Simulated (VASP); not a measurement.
The system is GaAs.

```
Ga As
1.0
     0.00000    2.83309    2.83309
     2.83309    0.00000    2.83309
     2.83309    2.83309    0.00000
Ga As
1 1
Direct
  0.00000 0.00000 0.00000
  0.25000 0.25000 0.25000
```

The cell was built by a generator and needn't be a form met in nature.

Base run:

| Property | Result |
| --- | --- |
| Program | VASP 6.6.1 |
| Functional | r2SCAN |
| Potentials or basis | VASP PAW PBE potentials, release 64 (Ga_d, As) |
| Cutoff | 520 eV |
| k mesh | 6 × 6 × 6 |
| Occupations | gaussian, width 0.01 eV |
| Spin | no spin polarisation |

Its results: band gap on the k mesh 0.94 eV, direct; pressure 0.1 GPa.

The run is repeated on the same cell with these changes: functional from r2SCAN to HSE06; k mesh from 6 × 6 × 6 to 4 × 4 × 4. What comes out?

Band gap on the k mesh 1.41 eV, direct; pressure 0.8 GPa.

Several settings changed at once, so the effect can't be laid on one alone.

Caveats: some runs use coarse meshes; the PAW data sets were made with another functional, which shifts forces and pressure a little.

A k mesh can miss the band edges.

Not every run made on this cell is shown here.
